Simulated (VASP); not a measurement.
# Ta3Si3N (P4/mmm) in VASP: elastic constants with PBE

Aim: the elastic constants of Ta3Si3N with PBE.

Program: VASP 6.6.1. These are calculated values, not measurements. Logs are shortened: lines on timing, memory, paths and dates and some standing lists are left out, and cuts for length are marked.

**1. The structure**

It takes space group P4/mmm (No. 123, tetragonal). Conventional cell: a = 3.222 Å, b = 3.222 Å, c = 9.482 Å, α = 90.00°, β = 90.00°, γ = 90.00°. Ta (site symmetry 4mm) is surrounded by 1 N at 2.14 Å. Ta (site symmetry 4/mmm) has 4 N at 2.28 Å as nearest neighbours. Si (site symmetry 4mm) has 5 Si at 2.59 to 2.62 Å and 4 Ta at 2.63 Å as nearest neighbours. Si (site symmetry 4/mmm) has 2 Ta at 2.60 Å and 8 Si at 2.62 Å as nearest neighbours. N (site symmetry 4/mmm) is surrounded by 6 Ta at 2.14 to 2.28 Å.

The cell was built by a generator and needn't be a form met in nature.

**2. Elastic constants, PBE**

Contents of POSCAR:

```
Ta3Si3N
1.0
    3.2220200000      0.0000000000      0.0000000000
    0.0000000000      3.2220200000      0.0000000000
    0.0000000000      0.0000000000      9.4824000000
Ta Si N
3 3 1
Direct
    0.0000000000      0.0000000000      0.7745660000
    0.0000000000      0.0000000000      0.2254340000
    0.5000000000      0.5000000000      0.0000000000
    0.5000000000      0.5000000000      0.3633380000
    0.5000000000      0.5000000000      0.6366620000
    0.0000000000      0.0000000000      0.5000000000
    0.0000000000      0.0000000000      0.0000000000
```

Contents of INCAR.step1:

```
PREC     = Accurate       # precision mode
ENCUT    = 520            # plane-wave cutoff, eV
EDIFF    = 1E-8           # SCF threshold, eV
ISMEAR   = 0              # smearing method
SIGMA    = 0.1            # smearing width, eV
LREAL    = F              # projectors in reciprocal space
LASPH    = T              # aspherical terms in the spheres
NELM     = 60             # most SCF steps
ALGO     = Fast           # electronic algorithm
ISIF     = 3              # what is computed and relaxed
LWAVE    = F              # write WAVECAR
LCHARG   = F              # write CHGCAR
GGA      = PE             # functional
KPAR     = 4            
IBRION   = 2              # ionic algorithm
NSW      = 40             # ionic steps
EDIFFG   = -0.002         # ionic threshold
```

Contents of INCAR.step2:

```
PREC     = Accurate       # precision mode
ENCUT    = 520            # plane-wave cutoff, eV
EDIFF    = 1E-8           # SCF threshold, eV
ISMEAR   = 0              # smearing method
SIGMA    = 0.1            # smearing width, eV
LREAL    = F              # projectors in reciprocal space
LASPH    = T              # aspherical terms in the spheres
NELM     = 60             # most SCF steps
ALGO     = Fast           # electronic algorithm
ISIF     = 3              # what is computed and relaxed
LWAVE    = F              # write WAVECAR
LCHARG   = F              # write CHGCAR
GGA      = PE             # functional
KPAR     = 4            
IBRION   = 6              # ionic algorithm
NFREE    = 2            
POTIM    = 0.015          # step
NSW      = 1              # ionic steps
```

Contents of KPOINTS:

```
regular mesh
0
Gamma
  10 10 4
```

Potentials or basis: VASP PAW PBE potentials, release 64 (Ta_pv, Si, N).

The run is started by

```bash
$ cat potpaw_PBE.64/Ta_pv/POTCAR potpaw_PBE.64/Si/POTCAR potpaw_PBE.64/N/POTCAR > POTCAR
$ cp INCAR.step1 INCAR
$ mpirun -np 4 vasp_std > vasp.out
$ cp CONTCAR POSCAR
$ cp INCAR.step2 INCAR
$ mpirun -np 4 vasp_std > vasp.out
```

OUTCAR:

```text
PREC = Accurate
   ENCUT = 520
   EDIFF = 1E-8
   ISMEAR = 0
   LREAL = F
   LASPH = T
   NELM = 60
   ISIF = 3
   GGA = PE
   IBRION = 6
   NFREE = 2
   POTIM = 0.015
   NSW = 1

 ion  position               nearest neighbor table
   1  0.000  0.000  0.775-   7 2.14   6 2.60   5 2.63   5 2.63   5 2.63   5 2.63   3 3.12   3 3.12
                             3 3.12   3 3.12
   2  0.000  0.000  0.225-   7 2.14   6 2.60   4 2.63   4 2.63   4 2.63   4 2.63   3 3.12   3 3.12
                             3 3.12   3 3.12
   3  0.500  0.500  0.000-   7 2.28   7 2.28   7 2.28   7 2.28   2 3.12   2 3.12   1 3.12   2 3.12
                             1 3.12   1 3.12   2 3.12   1 3.12
   4  0.500  0.500  0.363-   5 2.59   6 2.62   6 2.62   6 2.62   6 2.62   2 2.63   2 2.63   2 2.63
                             2 2.63
   5  0.500  0.500  0.637-   4 2.59   6 2.62   6 2.62   6 2.62   6 2.62   1 2.63   1 2.63   1 2.63
                             1 2.63
   6  0.000  0.000  0.500-   1 2.60   2 2.60   4 2.62   5 2.62   4 2.62   5 2.62   4 2.62   5 2.62
                             4 2.62   5 2.62
   7  0.000  0.000  0.000-   1 2.14   2 2.14   3 2.28   3 2.28   3 2.28   3 2.28

  LATTYP: Found a simple tetragonal cell.
 ALAT       =     3.2220200000
 C/A-ratio  =     2.9429984916

  Lattice vectors:

 A1 = (   3.2220200000,   0.0000000000,   0.0000000000)
 A2 = (   0.0000000000,   3.2220200000,   0.0000000000)
 A3 = (   0.0000000000,   0.0000000000,   9.4824000000)

Analysis of symmetry for initial positions (statically):
=====================================================================
 Subroutine PRICEL returns:
 Original cell was already a primitive cell.

 Routine SETGRP: Setting up the symmetry group for a
 simple tetragonal supercell.

 Subroutine GETGRP returns: Found 16 space group operations
 (whereof 16 operations were pure point group operations)
 out of a pool of 16 trial point group operations.

The static configuration has the point symmetry D_4h.

Analysis of symmetry for dynamics (positions and initial velocities):
=====================================================================
 Subroutine PRICEL returns:
 Original cell was already a primitive cell.

 Routine SETGRP: Setting up the symmetry group for a
 simple tetragonal supercell.

 Subroutine GETGRP returns: Found 16 space group operations
 (whereof 16 operations were pure point group operations)
 out of a pool of 16 trial point group operations.

The dynamic configuration has the point symmetry D_4h.

 Subroutine INISYM returns: Found 16 space group operations
 (whereof 16 operations are pure point group operations),
 and found     1 'primitive' translations

----------------------------------------------------------------------------------------

                                     Primitive cell

  volume of cell :      98.4407

  direct lattice vectors                    reciprocal lattice vectors
     3.222020000  0.000000000  0.000000000     0.310364306  0.000000000  0.000000000
     0.000000000  3.222020000  0.000000000     0.000000000  0.310364306  0.000000000
     0.000000000  0.000000000  9.482400000     0.000000000  0.000000000  0.105458534

  length of vectors
     3.222020000  3.222020000  9.482400000     0.310364306  0.310364306  0.105458534
[... 149 lines left out ...]
  --------------------------------------------------------------------------------------
  -------------------------------------------------------------------------------------
  Total       -0.0132469     -0.0132469      0.0036904      0.0000000      0.0000000      0.0000000
  in kB       -0.2156008     -0.2156008      0.0600632      0.0000000      0.0000000      0.0000000
  external PRESSURE =      -0.1237128 kB  Pullay stress =       0.0000000 kB
[... 104 lines left out ...]
  FREE ENERGIE OF THE ION-ELECTRON SYSTEM (eV)
  ---------------------------------------------------
  free  energy   TOTEN  =       -62.3430800706 eV

  energy  without entropy=      -62.3256684884  energy(sigma->0) =      -62.33437428

[... ionic steps 4 to 30 ...]

--------------------------------------- Ionic step       31  -------------------------------------------

 number of electron      49.9999999 magnetization

------------------------ aborting loop because EDIFF is reached ----------------------------------------
[... 77 lines left out ...]
--------------------------------------- Ionic step       33  -------------------------------------------

 number of electron      49.9999999 magnetization

 Free energy of the ion-electron system (eV)
  ---------------------------------------------------
  ext. energy  EPLUGINS =         0.00000000
  ---------------------------------------------------
  free energy    TOTEN  =       -62.36201191 eV

  energy without entropy =      -62.34422187  energy(sigma->0) =      -62.35311689

 E-fermi :   8.4930     XC(G=0): -12.2720

 val. band max:        8.4875438656   @ k =   0.2000   0.1000   0.0000
 cond. band min:       8.4979819712   @ k =   0.4000   0.3000   0.2500
 fundamental gap:      0.0104381056
 Fermi energy:         8.4930116926

 k-point     1 :       0.0000    0.0000    0.0000
  band No.  band energies     occupation
      1     -26.7654      2.00000
      2     -26.7654      2.00000
      3     -26.5057      2.00000
      4     -25.9110      2.00000
      5     -25.8144      2.00000
      6     -25.5867      2.00000
[... 781 lines left out ...]
     29      10.0070      0.00000
     30      11.1155      0.00000

 [... further k-points ...]

------------------------ aborting loop because EDIFF is reached ----------------------------------------

  FORCE on cell =-STRESS in cart. coord.  units (eV):
  Direction    XX          YY          ZZ          XY          YZ          ZX
  --------------------------------------------------------------------------------------
  -------------------------------------------------------------------------------------
  Total       -0.0118502     -0.0118502      0.0227964      0.0000000      0.0000000      0.0000000
  in kB       -0.1928684     -0.1928684      0.3710238      0.0000000      0.0000000      0.0000000
  external PRESSURE =      -0.0049043 kB  Pullay stress =       0.0000000 kB
[... 22 lines left out ...]
  FREE ENERGIE OF THE ION-ELECTRON SYSTEM (eV)
  ---------------------------------------------------
  free  energy   TOTEN  =       -62.3620119114 eV

  energy  without entropy=      -62.3442218657  energy(sigma->0) =      -62.35311689

 INTERNAL STRAIN TENSORS FROM STRAINED CELLS
 ============================================

 INTERNAL STRAIN TENSOR FOR ION    1 for displacements in x,y,z  (eV/Angst):
          X           Y           Z          XY          YZ          ZX
  --------------------------------------------------------------------------------
  x     0.00000     0.00000    -0.00000     0.00000     0.00000    -2.81044
  y    -0.00000     0.00000     0.00000     0.00000    -2.80585     0.00000
  z    -2.76460    -2.76463     6.77218     0.00042     0.00025    -0.00009

 INTERNAL STRAIN TENSORS FROM DISPLACED ATOMS
 ============================================

 INTERNAL STRAIN TENSOR FOR ION    1 for displacements in x,y,z  (eV/Angst):
          X           Y           Z          XY          YZ          ZX
  --------------------------------------------------------------------------------
  x     0.00000     0.00000     0.00000     0.00000     0.00000    -2.78553
  y     0.00000    -0.00000     0.00000     0.00000    -2.78553     0.00000
  z    -2.57763    -2.57763     6.94950     0.00000     0.00000     0.00000

 INTERNAL STRAIN TENSOR FOR ION    7 for displacements in x,y,z  (eV/Angst):
          X           Y           Z          XY          YZ          ZX
  --------------------------------------------------------------------------------
  x     0.00000     0.00000     0.00000     0.00000     0.00000     0.00000
  y     0.00000     0.00000     0.00000     0.00000     0.00000     0.00000
  z     0.00000     0.00000     0.00000     0.00000     0.00000     0.00000

 Eigenvectors and eigenvalues of the dynamical matrix
 ----------------------------------------------------

   1 f  =   17.857887 THz   112.204415 2PiTHz  595.675000 cm-1    73.854254 meV
             X         Y         Z           dx          dy          dz
      0.000000  0.000000  7.344745    -0.000000    0.000000   -0.129683
      0.000000  0.000000  2.137655    -0.000000    0.000000   -0.129683
      1.611010  1.611010  0.000000    -0.000000    0.000000    0.018464
      1.611010  1.611010  3.445316     0.000000   -0.000000   -0.014959
      1.611010  1.611010  6.037084     0.000000   -0.000000   -0.014959
      0.000000  0.000000  4.741200     0.000000   -0.000000   -0.051631
      0.000000  0.000000  0.000000     0.000000   -0.000000    0.981280
[... 191 lines left out ...]
  21 f/i=    0.001360 THz     0.008543 2PiTHz    0.045353 cm-1     0.005623 meV
             X         Y         Z           dx          dy          dz
      0.000000  0.000000  7.344745    -0.000000   -0.000000    0.531233
      0.000000  0.000000  2.137655    -0.000000   -0.000000    0.531233
      1.611010  1.611010  0.000000    -0.000000   -0.000000    0.531216
      1.611010  1.611010  3.445316    -0.000000   -0.000000    0.209423
      1.611010  1.611010  6.037084    -0.000000   -0.000000    0.209423
      0.000000  0.000000  4.741200    -0.000000   -0.000000    0.209347
      0.000000  0.000000  0.000000    -0.000000   -0.000000    0.147816

--------------------------------------------------------------------------------------------------------

 ELASTIC MODULI CONTR FROM IONIC RELAXATION (kBar)
 Direction    XX          YY          ZZ          XY          YZ          ZX
 --------------------------------------------------------------------------------
 XX        -175.0774   -175.0774     50.2941      0.0000     -0.0000      0.0000
 YY        -175.0774   -175.0774     50.2941      0.0000     -0.0000      0.0000
 ZZ          50.2941     50.2941    -93.8905      0.0000      0.0000     -0.0000
 XY           0.0000      0.0000      0.0000      0.0000      0.0000      0.0000
 YZ          -0.0000     -0.0000      0.0000      0.0000   -186.9424     -0.0000
 ZX           0.0000      0.0000     -0.0000      0.0000     -0.0000   -186.9422
 --------------------------------------------------------------------------------

 TOTAL ELASTIC MODULI (kBar)
 Direction    XX          YY          ZZ          XY          YZ          ZX
 --------------------------------------------------------------------------------
 XX        2791.1219   1333.8595   1417.4280      0.0000     -0.0000      0.0000
 YY        1333.8595   2791.1219   1417.4280      0.0000     -0.0000      0.0000
 ZZ        1417.4280   1417.4280   4143.8766      0.0000      0.0000     -0.0000
 XY           0.0000      0.0000      0.0000   1375.2769      0.0000      0.0000
 YZ          -0.0000     -0.0000      0.0000      0.0000    398.0737     -0.0000
 ZX           0.0000      0.0000     -0.0000      0.0000     -0.0000    398.0738
 --------------------------------------------------------------------------------
```

It took 37 min on 4 MPI ranks of Intel Xeon Platinum 8259CL at 2.50GHz (Skylake/Cascade Lake), shared host; peak memory 0.72 GiB.

What came out:

```
Voigt bulk modulus                                      : 201 GPa
Highest phonon frequency at Γ, LO-TO splitting left out : 596 cm⁻¹
```

Phonon frequencies in cm⁻¹ (negative: imaginary):
```
              q point                                                                frequencies
(0.000, 0.000, 0.000)  0 0 0 68 68 95 95 116 154 209 209 219 290 312 312 316 316 366 393 393 596
```

Elastic tensor in Voigt notation (GPa, in the Cartesian axes of the cell as first typed):
```
279 133 142   0   0   0
133 279 142   0   0   0
142 142 414   0   0   0
  0   0   0  40   0   0
  0   0   0   0  40   0
  0   0   0   0   0 138
```

Clamped-ion elastic tensor (GPa):
```
297 151 137   0   0   0
151 297 137   0   0   0
137 137 424   0   0   0
  0   0   0  59   0   0
  0   0   0   0  59   0
  0   0   0   0   0 138
```
